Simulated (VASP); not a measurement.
Method: PBEsol GGA, VASP's PBE PAW potentials (set 64) (plane waves; VASP).

Input for VASP

### INCAR
```
GGA = PS
ISMEAR = -5   # tetrahedra, Bloechl
ISIF = 2
LORBIT = 11   # lm-projected
LMAXMIX = 4
NEDOS = 601   # DOS grid
ENCUT = 400
LREAL = .FALSE.
LCHARG = .TRUE.
EDIFF = 1E-7   # SCF stop (eV)
NELM = 100   # most electronic steps
LASPH = .TRUE.   # aspherical one-centre terms
PREC = Accurate
SYSTEM = CdZn3Se4
LWAVE = .FALSE.
ALGO = Normal   # blocked Davidson
```

POSCAR:
```
CdZn3Se4
8.1320480
 -0.0009587035   0.7062633079   0.7079486407
  0.7062633079  -0.0009587035   0.7079486407
  0.3526523022   0.3526523022   0.0000000000
Zn Se Cd
3 4 1
direct
  0.0006722534   0.0006722534   0.9986554932
  0.0020037594   0.4981606899   0.9998355507
  0.4981606899   0.0020037594   0.9998355507
  0.1252008772   0.1252008772   0.2495982457
  0.1077593847   0.6307836292   0.2614569861
  0.6307836292   0.1077593847   0.2614569861
  0.6372109463   0.6372109463   0.2255781073
  0.4982084599   0.4982084599   0.0035830802
```

KPOINTS:
```
K-points
0
gamma
  4 4 8
0 0 0
```

POTCAR, in this order: Zn Se Cd (PBE.64 set). Program: vasp_std.

Output of the run:

### OSZICAR
```
       N       E                     dE             d eps       ncg     rms          rms(c)
DAV:   1     0.520649775401E+03    0.52065E+03   -0.28521E+04  2838   0.152E+03
DAV:   2     0.317172082101E+02   -0.48893E+03   -0.47640E+03  2926   0.379E+02
DAV:   3    -0.257767719751E+02   -0.57494E+02   -0.57028E+02  3209   0.132E+02
DAV:   4    -0.276424865136E+02   -0.18657E+01   -0.18596E+01  3305   0.234E+01
DAV:   5    -0.276606483012E+02   -0.18162E-01   -0.18151E-01  3297   0.235E+00    0.110E+01
DAV:   6    -0.263641157883E+02    0.12965E+01   -0.33197E+00  3746   0.361E+01    0.819E+00
DAV:   7    -0.263707453760E+02   -0.66296E-02   -0.25334E+00  3095   0.763E+00    0.367E+00
DAV:   8    -0.263509866378E+02    0.19759E-01   -0.15764E-01  3391   0.385E+00    0.838E-01
DAV:   9    -0.263497884102E+02    0.11982E-02   -0.19169E-02  3553   0.148E+00    0.201E-01
DAV:  10    -0.263499158393E+02   -0.12743E-03   -0.14030E-03  3635   0.393E-01    0.835E-02
DAV:  11    -0.263500192253E+02   -0.10339E-03   -0.18007E-04  3182   0.217E-01    0.359E-02
DAV:  12    -0.263500451612E+02   -0.25936E-04   -0.48629E-05  3097   0.107E-01    0.703E-03
DAV:  13    -0.263500477170E+02   -0.25558E-05   -0.99485E-06  3217   0.354E-02    0.455E-03
DAV:  14    -0.263500482470E+02   -0.52995E-06   -0.17902E-06  3121   0.199E-02    0.157E-03
DAV:  15    -0.263500483714E+02   -0.12443E-06   -0.51054E-07  2870   0.107E-02    0.700E-04
DAV:  16    -0.263500483626E+02    0.87557E-08   -0.12065E-07  1788   0.512E-03
   1 F= -.26350048E+02 E0= -.26350048E+02  d E =0.000000E+00
```

File OUTCAR:
```
------------------------ aborting loop because EDIFF is reached ----------------------------------------
  FORCE on cell =-STRESS in cart. coord.  units (eV):
  Direction    XX          YY          ZZ          XY          YZ          ZX
  --------------------------------------------------------------------------------------
  Total       -0.0513606     -0.0513606     -0.0048448     -0.0075108      0.0000000      0.0000000
  in kB       -0.4333178     -0.4333178     -0.0408745     -0.0633668      0.0000000      0.0000000
  external PRESSURE =      -0.3025034 kB  Pullay stress =       0.0000000 kB
  volume of cell :      189.90
      direct lattice vectors                 reciprocal lattice vectors
    -0.007796223  5.743367121  5.757072328    -0.086938932  0.086938932  0.086849699
     5.743367121 -0.007796223  5.757072328     0.086938932 -0.086938932  0.086849699
     2.867785449  2.867785449  0.000000000     0.174350560  0.174350560 -0.173699398
 POSITION                                       TOTAL-FORCE (eV/Angst)
 -----------------------------------------------------------------------------------
      2.86779      2.86779      0.00774        -0.000000     -0.000000      0.000031
      5.72842      2.87494      2.87948         0.001623     -0.001623     -0.005133
      2.87494      5.72842      2.87948        -0.001623      0.001623     -0.005133
      1.43389      1.43389      1.44158        -0.000000     -0.000000      0.002490
      4.37178      1.36379      4.25185         0.003942     -0.003942      0.003777
      1.36379      4.37178      4.25185        -0.003942      0.003942      0.003777
      4.30168      4.30168      7.33694        -0.000000     -0.000000      0.006577
      2.86779      2.86779      5.73644         0.000000      0.000000     -0.006386
 -----------------------------------------------------------------------------------
    total drift:                               -0.000020     -0.000020      0.000999
  FREE ENERGIE OF THE ION-ELECTRON SYSTEM (eV)
  ---------------------------------------------------
  free  energy   TOTEN  =       -26.3500483626 eV

  energy  without entropy=      -26.3500483626  energy(sigma->0) =      -26.35004836

 total charge

# of ion       s       p       d       tot
------------------------------------------
    1        0.533   0.431   9.782  10.746
    2        0.537   0.450   9.785  10.772
    3        0.537   0.450   9.785  10.772
    4        1.439   2.390   0.028   3.857
    5        1.440   2.408   0.030   3.878
    6        1.440   2.408   0.030   3.878
    7        1.441   2.423   0.031   3.895
    8        0.462   0.357   9.544  10.364
--------------------------------------------------
tot          7.830  11.317  39.013  58.160
```
(Selected blocks of OUTCAR.)

The structure was generated: CdZn3Se4 was put into an ordered model structure (Amm2), which need not be its known phase. It was relaxed first.
